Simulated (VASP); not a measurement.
The input files of a VASP run:

**KPOINTS**
```
Automatic mesh
0
Gamma
11 11 9
0 0 0
```

INCAR:
```
SYSTEM  =  ZrB2
PREC  =  Accurate; ENCUT  =  620; LREAL  =  .FALSE.
LASPH  =  .TRUE.
EDIFF  =  1E-6; NELM  =  100; ALGO  =  Normal
LMAXMIX  =  4
ISMEAR  =  1; SIGMA  =  0.1
GGA  =  PE
IBRION  =  2; NSW  =  40; ISIF  =  3
EDIFFG  =  -0.02; PSTRESS  =  100
LWAVE  =  .FALSE.; LCHARG  =  .FALSE.
```

POSCAR:
```
ZrB2
1.0
  1.5752928508  -2.7284877220   0.0000000000
  1.5752928508   2.7284877220   0.0000000000
  0.0000000000   0.0000000000   3.5194199169
Zr B
1 2
Cart
  0.0000000000   0.0000000000   0.0000000000
  1.5752928508   0.9094977263   1.7597099585
  1.5752928508  -0.9094977263   1.7597099585
```

POTCAR, in this order: Zr_sv B (PBE.64 set). Program: vasp_std.

Q: Write an equivalent input for Ansatz.

A: One equivalent input (not run):
Ansatz 0.2 input:
```yaml
crystal:
  lattice:
    - [1.5752929, -2.7284877, 0.0000000]
    - [1.5752929, 2.7284877, 0.0000000]
    - [0.0000000, 0.0000000, 3.5194199]
  atoms:
    - { symbol: Zr, position: [0.0000000, 0.0000000, 0.0000000] }
    - { symbol: B, position: [0.3333330, 0.6666670, 0.5000000] }
    - { symbol: B, position: [0.6666670, 0.3333330, 0.5000000] }
kpoints:
  mp_grid: { grid: [11, 11, 9] }
hamiltonian:
  xc: pbe
  pseudopotentials: { kind: paw }
scf:
  occupations: { method: methfessel_paxton, width: 0.1 }
  max_iter: 100
relax:
  max_steps: 40
  f_tol: 0.02
  cell: { p_target: 10 }
output: { forces: true, stress: true, eigenvalues: true }
```
Limits of the translation: each code has its own PAW files, so the cut-off isn't converted (ENCUT is set for VASP's; basis.ecutwfc is left out, and Ansatz then takes the one that its files recommend); Ansatz stops its SCF on the density residual and VASP on the energy change (EDIFF).

The compound is ZrB2 in the AlB2 type structure. This run relaxes it under an external pressure of 10 GPa. Symmetry was kept, so distortions that lower it aren't found.
